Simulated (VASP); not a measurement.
# BiCl (Fm-3m) in VASP: notebook

One crystal, BiCl, is run at these levels: r2SCAN; tasks: single point, relaxation of cell and atoms.

Everything below comes from runs of VASP 6.6.1. Logs are shortened: lines on timing, memory, paths and dates and some standing lists are left out, and cuts for length are marked.

**1. Starting point**

It takes space group Fm-3m (No. 225, cubic). The conventional cell has a = 6.243 Å, b = 6.243 Å, c = 6.243 Å, α = 90.00°, β = 90.00°, γ = 90.00°. Bi (site symmetry m-3m) has 6 Cl at 3.12 Å as nearest neighbours. Cl (site symmetry m-3m) is surrounded by 6 Bi at 3.12 Å.

The cell was built by a generator and needn't be a form met in nature.

**2. Single point, r2SCAN**

POSCAR reads:

```
BiCl
1.0
    0.0000000000      3.1214554258      3.1214554258
    3.1214554258      0.0000000000      3.1214554258
    3.1214554258      3.1214554258      0.0000000000
Bi Cl
1 1
Direct
    0.0000000000      0.0000000000      0.0000000000
    0.5000000000      0.5000000000      0.5000000000
```

INCAR.step1 reads:

```
SYSTEM = BiCl
ALGO     = Normal         ! electronic algorithm
EDIFF    = 1E-4           ! SCF threshold, eV
ENCUT    = 520            ! plane-wave cutoff, eV
GGA      = PE             ! functional
ISMEAR   = -5             ! smearing method
LASPH    = .TRUE.         ! aspherical terms in the spheres
LCHARG   = .FALSE.        ! write CHGCAR
LREAL    = .FALSE.        ! projectors in reciprocal space
LWAVE    = .TRUE.         ! write WAVECAR
NBANDS   = 18             ! bands
NELM     = 60             ! most SCF steps
PREC     = Accurate       ! precision mode
SIGMA    = 0.1            ! smearing width, eV
```

INCAR.step2 reads:

```
SYSTEM = BiCl
ALGO     = Normal         ! electronic algorithm
EDIFF    = 1E-6           ! SCF threshold, eV
ENCUT    = 520            ! plane-wave cutoff, eV
ISIF     = 2              ! what is computed and relaxed
ISMEAR   = -5             ! smearing method
ISTART   = 1            
LASPH    = .TRUE.         ! aspherical terms in the spheres
LCHARG   = .FALSE.        ! write CHGCAR
LMIXTAU  = .TRUE.       
LREAL    = .FALSE.        ! projectors in reciprocal space
LWAVE    = .FALSE.        ! write WAVECAR
METAGGA  = R2SCAN         ! meta-GGA
NBANDS   = 18             ! bands
NELM     = 60             ! most SCF steps
PREC     = Accurate       ! precision mode
SIGMA    = 0.1            ! smearing width, eV
```

KPOINTS reads:

```
k-points
0
G
  5 5 5
  0 0 0
```

Potentials or basis: VASP PAW PBE potentials, release 64 (Bi_d, Cl).

Started as:

```console
> cat potpaw_PBE.64/Bi_d/POTCAR potpaw_PBE.64/Cl/POTCAR > POTCAR
> cp INCAR.step1 INCAR
> mpirun -np 1 vasp_std > vasp.out
> cp INCAR.step2 INCAR
> mpirun -np 1 vasp_std > vasp.out
```

OUTCAR:

```text
SYSTEM = BiCl
   EDIFF = 1E-6
   ENCUT = 520
   ISIF = 2
   ISMEAR = -5
   ISTART = 1
   LASPH = .TRUE.
   LREAL = .FALSE.
   METAGGA = R2SCAN
   NELM = 60
   PREC = Accurate

 ion  position               nearest neighbor table
   1  0.000  0.000  0.000-   2 3.12   2 3.12   2 3.12   2 3.12   2 3.12   2 3.12
   2  0.500  0.500  0.500-   1 3.12   1 3.12   1 3.12   1 3.12   1 3.12   1 3.12

  LATTYP: Found a face centered cubic cell.
 ALAT       =     6.2429108516

  Lattice vectors:

 A1 = (   0.0000000000,   3.1214554258,   3.1214554258)
 A2 = (   3.1214554258,   0.0000000000,   3.1214554258)
 A3 = (   3.1214554258,   3.1214554258,   0.0000000000)

Analysis of symmetry for initial positions (statically):
=====================================================================
 Subroutine PRICEL returns:
 Original cell was already a primitive cell.

 Routine SETGRP: Setting up the symmetry group for a
 face centered cubic supercell.

 Subroutine GETGRP returns: Found 48 space group operations
 (whereof 48 operations were pure point group operations)
 out of a pool of 48 trial point group operations.

The static configuration has the point symmetry O_h .

Analysis of symmetry for dynamics (positions and initial velocities):
=====================================================================
 Subroutine PRICEL returns:
 Original cell was already a primitive cell.

 Routine SETGRP: Setting up the symmetry group for a
 face centered cubic supercell.

 Subroutine GETGRP returns: Found 48 space group operations
 (whereof 48 operations were pure point group operations)
 out of a pool of 48 trial point group operations.

The dynamic configuration has the point symmetry O_h .

 Subroutine INISYM returns: Found 48 space group operations
 (whereof 48 operations are pure point group operations),
 and found     1 'primitive' translations

----------------------------------------------------------------------------------------

                                     Primitive cell

  volume of cell :      60.8277

  direct lattice vectors                    reciprocal lattice vectors
     0.000000000  3.121455426  3.121455426    -0.160181688  0.160181688  0.160181688
     3.121455426  0.000000000  3.121455426     0.160181688 -0.160181688  0.160181688
     3.121455426  3.121455426  0.000000000     0.160181688  0.160181688 -0.160181688

[... 68 lines left out ...]
   ENCUT  =  520.0 eV  38.22 Ry    6.18 a.u.   8.21  8.21  8.21*2*pi/ulx,y,z
   NELM   =     60;   NELMIN=  2; NELMDL=  0     # of ELM steps
   EDIFF  = 0.1E-05   stopping-criterion for ELM
   LREAL  =      F    real-space projection
   EDIFFG = 0.1E-04   stopping-criterion for IOM
   NSW    =      0    number of steps for IOM
   IBRION =     -1    ionic relax: 0-MD 1-quasi-New 2-CG
   NFREE  =      0    steps in history (QN), initial steepest desc. (CG)
   ISIF   =      2    stress and relaxation
   ISYM   =      2    0-nonsym 1-usesym 2-fastsym
   POTIM  = 0.5000    time-step for ionic-motion
   TEBEG  =    0.0;   TEEND  =   0.0 temperature during run
   PSTRESS=    0.0 pullay stress
   NELECT =      22.0000    total number of electrons
   NUPDOWN=      -1.0000    fix difference up-down
   EMIN   =  10.00;   EMAX   =-10.00  energy-range for DOS
   EFERMI =   0.00;   METHOD = LEGACY
   ISMEAR =    -5;   SIGMA  =   0.10  broadening in eV -4-tet -1-fermi 0-gaus
   EFERMI_NEDOS =   21; number of points for ismear=-14 and -15
   IALGO  =     38    algorithm
   IMIX   =      4    mixing-type and parameters
     AMIX     =   0.40;   BMIX     =  1.00
     AMIX_MAG =   1.60;   BMIX_MAG =  1.00
  volume/ion in A,a.u.               =      30.41       205.24
  Fermi-wavevector in a.u.,A,eV,Ry     =   1.166403  2.204182 18.510668  1.360496
  Thomas-Fermi vector in A             =   2.302916
   LORBIT       =      0    0 simple, 1 ext, 2 COOP (PROOUT), +10 PAW based schemes
   METAGGA = R2SCAN    functional components
   LHFCALC =     F    Hartree Fock is set to
   AEXX    =    0.0000 exact exchange contribution
   IVDW    =     0    specifies the selected vdW correction
   LEPSILON=     F    determine dielectric tensor
   LRPA    =     F    only Hartree local field effects (RPA)
 non-spin polarized calculation
 Fermi weights with tetrahedron method with Bloechl corrections
  energy-cutoff  :      520.00
  volume of cell :       60.83
 maximum number of plane-waves:      1654
 NGX is ok and might be reduce to    36
   NGX = 17   NGY = 17   NGZ = 17

 number of electron      21.9999999 magnetization

 Free energy of the ion-electron system (eV)
  ---------------------------------------------------
  ext. energy  EPLUGINS =         0.00000000
  ---------------------------------------------------
  free energy    TOTEN  =       -64.20263227 eV

  energy without entropy =      -64.20263227  energy(sigma->0) =      -64.20263227

 E-fermi :   5.5171     XC(G=0):  -9.6860

 val. band max:        5.4544316914   @ k =   0.2000   0.0000   0.0000
 cond. band min:       5.3117188896   @ k =   0.4000   0.0000   0.0000
 fundamental gap:     -0.1427128018
 Fermi energy:         5.5170643385

 k-point     1 :       0.0000    0.0000    0.0000
  band No.  band energies     occupation
      1     -18.9639      2.00000
      2     -18.9639      2.00000
      3     -18.9639      2.00000
      4     -18.9576      2.00000
      5     -18.9576      2.00000
      6     -12.4250      2.00000
[... 187 lines left out ...]
      5     -18.9505      2.00000
      6     -11.9770      2.00000
[... 10 lines left out ...]
     17      15.9230      0.00000
     18      16.1481      0.00000

------------------------ aborting loop because EDIFF is reached ----------------------------------------

  FORCE on cell =-STRESS in cart. coord.  units (eV):
  Direction    XX          YY          ZZ          XY          YZ          ZX
  --------------------------------------------------------------------------------------
  -------------------------------------------------------------------------------------
  Total       -0.0167387     -0.0167387     -0.0167387     -0.0000000     -0.0000000      0.0000000
  in kB       -0.4408902     -0.4408902     -0.4408902     -0.0000000     -0.0000000      0.0000000
  external PRESSURE =      -0.4408902 kB  Pullay stress =       0.0000000 kB

 VOLUME and BASIS-vectors are now :
 -----------------------------------------------------------------------------
  energy-cutoff  :      520.00
  volume of cell :       60.83
      direct lattice vectors                 reciprocal lattice vectors
     0.000000000  3.121455426  3.121455426    -0.160181688  0.160181688  0.160181688
     3.121455426  0.000000000  3.121455426     0.160181688 -0.160181688  0.160181688
     3.121455426  3.121455426  0.000000000     0.160181688  0.160181688 -0.160181688

 POSITION                                       TOTAL-FORCE (eV/Angst)
 -----------------------------------------------------------------------------------
      0.00000      0.00000      0.00000        -0.000000      0.000000     -0.000000
      3.12146      3.12146      3.12146         0.000000     -0.000000      0.000000
 -----------------------------------------------------------------------------------
    total drift:                                0.000000      0.000000      0.000000

  FREE ENERGIE OF THE ION-ELECTRON SYSTEM (eV)
  ---------------------------------------------------
  free  energy   TOTEN  =       -64.2026322723 eV

  energy  without entropy=      -64.2026322723  energy(sigma->0) =      -64.20263227
```

OSZICAR.step1:

```text
N       E                     dE             d eps       ncg     rms          rms(c)
DAV:   1     0.193944804844E+03    0.19394E+03   -0.10939E+04   360   0.126E+03
DAV:   2     0.123262147306E+02   -0.18162E+03   -0.17639E+03   388   0.340E+02
DAV:   3    -0.505971121192E+01   -0.17386E+02   -0.17259E+02   414   0.108E+02
DAV:   4    -0.556319837803E+01   -0.50349E+00   -0.51030E+00   468   0.202E+01
DAV:   5    -0.557809874534E+01   -0.14900E-01   -0.14882E-01   516   0.331E+00    0.123E+01
DAV:   6    -0.542069300697E+01    0.15741E+00   -0.58766E-01   498   0.371E+00    0.692E+00
DAV:   7    -0.542328087586E+01   -0.25879E-02   -0.57167E-02   418   0.116E+00    0.132E+00
DAV:   8    -0.542145943169E+01    0.18214E-02   -0.56728E-03   428   0.505E-01    0.381E-01
DAV:   9    -0.542190378062E+01   -0.44435E-03   -0.63833E-04   472   0.176E-01    0.508E-02
DAV:  10    -0.542181870255E+01    0.85078E-04   -0.62381E-05   224   0.534E-02
   1 F= -.54218187E+01 E0= -.54218187E+01  d E =0.000000E+00
```

Wall time 29 s (1 thread of Intel Xeon 6975P-C (Granite Rapids), shared host); peak memory 0.22 GiB.

What came out:

```
Free energy            : -64.2026 eV
Pressure               : 0.0 GPa
Band gap on the k mesh : none (metal or under the smearing width)
```

Caveat: the PAW data sets were made with another functional, which shifts forces and pressure a little; spin-orbit coupling is left out, which moves the levels of the heavy elements; tetrahedron occupations give inexact forces and stress in metals.

**3. Relaxation of cell and atoms, r2SCAN**

This run uses another cell than the first one, of 29.63 Å³/atom, 0.974 times its volume.

POSCAR reads:

```
BiCl
1.0
    0.0000000000      3.0945600000      3.0945600000
    3.0945600000      0.0000000000      3.0945600000
    3.0945600000      3.0945600000      0.0000000000
Bi Cl
1 1
Direct
    0.0000000000      0.0000000000      0.0000000000
    0.5000000000      0.5000000000      0.5000000000
```

INCAR.step1 reads:

```
SYSTEM = BiCl
PREC = Accurate ; ENCUT = 600
ISMEAR = -5 ; SIGMA = 0.1
LREAL = .FALSE. ; LASPH = .TRUE.
NELM = 60 ; GGA = PE
ALGO = Normal ; EDIFF = 1E-4
LWAVE = .TRUE. ; LCHARG = .FALSE.
```

INCAR.step2 reads:

```
SYSTEM = BiCl
PREC = Accurate ; ENCUT = 600
EDIFF = 1E-6 ; ISMEAR = -5
SIGMA = 0.1 ; LREAL = .FALSE.
LASPH = .TRUE. ; NELM = 60
ALGO = Normal ; ISIF = 3
LWAVE = .FALSE. ; LCHARG = .FALSE.
METAGGA = R2SCAN ; LMIXTAU = .TRUE.
IBRION = 2 ; NSW = 60
EDIFFG = -0.01 ; ISTART = 1
```

KPOINTS reads:

```
regular mesh
0
G
  5 5 5
  0 0 0
```

Potentials or basis: VASP PAW PBE potentials, release 64 (Bi_d, Cl).

Started as:

```console
> cat potpaw_PBE.64/Bi_d/POTCAR potpaw_PBE.64/Cl/POTCAR > POTCAR
> cp INCAR.step1 INCAR
> mpirun -np 1 vasp_std > vasp.out
> cp INCAR.step2 INCAR
> mpirun -np 1 vasp_std > vasp.out
```

OUTCAR:

```text
SYSTEM = BiCl
   PREC = Accurate
   ENCUT = 600
   EDIFF = 1E-6
   ISMEAR = -5
   LREAL = .FALSE.
   LASPH = .TRUE.
   NELM = 60
   ISIF = 3
   METAGGA = R2SCAN
   IBRION = 2
   NSW = 60
   EDIFFG = -0.01
   ISTART = 1

 ion  position               nearest neighbor table
   1  0.000  0.000  0.000-   2 3.09   2 3.09   2 3.09   2 3.09   2 3.09   2 3.09
   2  0.500  0.500  0.500-   1 3.09   1 3.09   1 3.09   1 3.09   1 3.09   1 3.09

  LATTYP: Found a face centered cubic cell.
 ALAT       =     6.1891200000

  Lattice vectors:

 A1 = (   0.0000000000,   3.0945600000,   3.0945600000)
 A2 = (   3.0945600000,   0.0000000000,   3.0945600000)
 A3 = (   3.0945600000,   3.0945600000,   0.0000000000)

Analysis of symmetry for initial positions (statically):
=====================================================================
 Subroutine PRICEL returns:
 Original cell was already a primitive cell.

 Routine SETGRP: Setting up the symmetry group for a
 face centered cubic supercell.

 Subroutine GETGRP returns: Found 48 space group operations
 (whereof 48 operations were pure point group operations)
 out of a pool of 48 trial point group operations.

The static configuration has the point symmetry O_h .

Analysis of symmetry for dynamics (positions and initial velocities):
=====================================================================
 Subroutine PRICEL returns:
 Original cell was already a primitive cell.

 Routine SETGRP: Setting up the symmetry group for a
 face centered cubic supercell.

 Subroutine GETGRP returns: Found 48 space group operations
 (whereof 48 operations were pure point group operations)
 out of a pool of 48 trial point group operations.

The dynamic configuration has the point symmetry O_h .

 Subroutine INISYM returns: Found 48 space group operations
 (whereof 48 operations are pure point group operations),
 and found     1 'primitive' translations

----------------------------------------------------------------------------------------

[... 95 lines left out ...]
   EFERMI_NEDOS =   21; number of points for ismear=-14 and -15
   IALGO  =     38    algorithm
   IMIX   =      4    mixing-type and parameters
     AMIX     =   0.40;   BMIX     =  1.00
     AMIX_MAG =   1.60;   BMIX_MAG =  1.00
  volume/ion in A,a.u.               =      29.63       199.98
  Fermi-wavevector in a.u.,A,eV,Ry     =   1.176540  2.223339 18.833826  1.384247
  Thomas-Fermi vector in A             =   2.312902
   LORBIT       =      0    0 simple, 1 ext, 2 COOP (PROOUT), +10 PAW based schemes
   METAGGA = R2SCAN    functional components
   LHFCALC =     F    Hartree Fock is set to
   AEXX    =    0.0000 exact exchange contribution
   IVDW    =     0    specifies the selected vdW correction
   LEPSILON=     F    determine dielectric tensor
   LRPA    =     F    only Hartree local field effects (RPA)
 conjugate gradient relaxation of ions
 non-spin polarized calculation
 Fermi weights with tetrahedron method with Bloechl corrections
  energy-cutoff  :      600.00
  volume of cell :       59.27
 maximum number of plane-waves:      1996
   NGX = 17   NGY = 17   NGZ = 17

--------------------------------------- Ionic step        1  -------------------------------------------

 number of electron      21.9999999 magnetization

 Free energy of the ion-electron system (eV)
  ---------------------------------------------------
  ext. energy  EPLUGINS =         0.00000000
  ---------------------------------------------------
  free energy    TOTEN  =       -64.20121036 eV

  energy without entropy =      -64.20121036  energy(sigma->0) =      -64.20121036

------------------------ aborting loop because EDIFF is reached ----------------------------------------

  FORCE on cell =-STRESS in cart. coord.  units (eV):
  Direction    XX          YY          ZZ          XY          YZ          ZX
  --------------------------------------------------------------------------------------
  -------------------------------------------------------------------------------------
  Total        0.3890763      0.3890763      0.3890763      0.0000000      0.0000000      0.0000000
  in kB       10.5176484     10.5176484     10.5176484      0.0000000      0.0000000      0.0000000
  external PRESSURE =      10.5176484 kB  Pullay stress =       0.0000000 kB
[... 95 lines left out ...]
--------------------------------------- Ionic step        4  -------------------------------------------

 number of electron      21.9999999 magnetization

 Free energy of the ion-electron system (eV)
  ---------------------------------------------------
  ext. energy  EPLUGINS =         0.00000000
  ---------------------------------------------------
  free energy    TOTEN  =       -64.20320041 eV

  energy without entropy =      -64.20320041  energy(sigma->0) =      -64.20320041

 E-fermi :   5.5159     XC(G=0):  -9.6854

 val. band max:        5.4531518618   @ k =   0.2000   0.0000   0.0000
 cond. band min:       5.3106693188   @ k =   0.4000   0.0000   0.0000
 fundamental gap:     -0.1424825429
 Fermi energy:         5.5158961528

 k-point     1 :       0.0000    0.0000    0.0000
  band No.  band energies     occupation
      1     -18.9651      2.00000
      2     -18.9651      2.00000
      3     -18.9651      2.00000
      4     -18.9589      2.00000
      5     -18.9589      2.00000
      6     -12.4251      2.00000
      7      -5.6727      2.00000
      8       0.2837      2.00000
      9       0.2837      2.00000
     10       0.2837      2.00000
     11       7.0620     -1.15459
     12       7.0620      0.00000
     13       7.0620      0.00000
     14      11.2978      0.00000
[... 190 lines left out ...]
  FREE ENERGIE OF THE ION-ELECTRON SYSTEM (eV)
  ---------------------------------------------------
  free  energy   TOTEN  =       -64.2032004067 eV

  energy  without entropy=      -64.2032004067  energy(sigma->0) =      -64.20320041

 reached required accuracy - stopping structural energy minimisation
```

OSZICAR.step1:

```text
N       E                     dE             d eps       ncg     rms          rms(c)
DAV:   1     0.194064863388E+03    0.19406E+03   -0.12249E+04   300   0.171E+03
DAV:   2     0.103323505012E+02   -0.18373E+03   -0.18096E+03   342   0.410E+02
DAV:   3    -0.515562721819E+01   -0.15488E+02   -0.15401E+02   363   0.119E+02
DAV:   4    -0.554752884644E+01   -0.39190E+00   -0.38610E+00   392   0.220E+01
DAV:   5    -0.556058319096E+01   -0.13054E-01   -0.13052E-01   452   0.357E+00    0.129E+01
DAV:   6    -0.541314174496E+01    0.14744E+00   -0.57655E-01   401   0.423E+00    0.729E+00
DAV:   7    -0.541605010076E+01   -0.29084E-02   -0.59091E-02   398   0.131E+00    0.119E+00
DAV:   8    -0.541393193087E+01    0.21182E-02   -0.70462E-03   398   0.646E-01    0.384E-01
DAV:   9    -0.541439137268E+01   -0.45944E-03   -0.68460E-04   405   0.213E-01    0.544E-02
DAV:  10    -0.541428188132E+01    0.10949E-03   -0.59849E-05   283   0.526E-02    0.682E-02
DAV:  11    -0.541436611895E+01   -0.84238E-04   -0.19474E-05   220   0.357E-02
   1 F= -.54143661E+01 E0= -.54143661E+01  d E =0.000000E+00
```

Wall time 97 s (1 thread of Intel Xeon 6975P-C (Granite Rapids), shared host); peak memory 0.22 GiB.

What came out:

| Property | Result |
| --- | --- |
| Free energy | -64.2032 eV |
| Relaxed volume | 30.42 Å³/atom |
| Relaxed cell | a = 4.415 Å, b = 4.415 Å, c = 4.415 Å, α = 60.00°, β = 60.00°, γ = 60.00° |
| Space group after relaxing (to 0.05 Å) | Fm-3m (No. 225) |
| Energy gained by relaxing | 1.0 meV/atom |
| Ionic steps | 4 |
| Pressure after relaxing | 0.0 GPa |
| Band gap on the k mesh | none (metal or under the smearing width) |

Step by step:
| step | energy change (eV) | largest force (eV/Å) | pressure (GPa) | volume (Å³) |
| --- | --- | --- | --- | --- |
| 1 | 0.0000 | 0.0000 | 1.05 | 59.27 |
| 2 | -0.0017 | 0.0000 | -0.08 | 60.95 |
| 3 | -0.0023 | 0.0000 | 0.46 | 60.12 |
| 4 | -0.0020 | 0.0000 | 0.00 | 60.83 |

Final structure:
```yaml
crystal:
  lattice:
    - [0.00000, 3.12156, 3.12156]
    - [3.12156, 0.00000, 3.12156]
    - [3.12156, 3.12156, 0.00000]
  atoms:
    - { symbol: Bi, position: [0.00000, 0.00000, 0.00000] }
    - { symbol: Cl, position: [0.50000, 0.50000, 0.50000] }
```

Caveat: the PAW data sets were made with another functional, which shifts forces and pressure a little; spin-orbit coupling is left out, which moves the levels of the heavy elements; tetrahedron occupations give inexact forces and stress in metals.
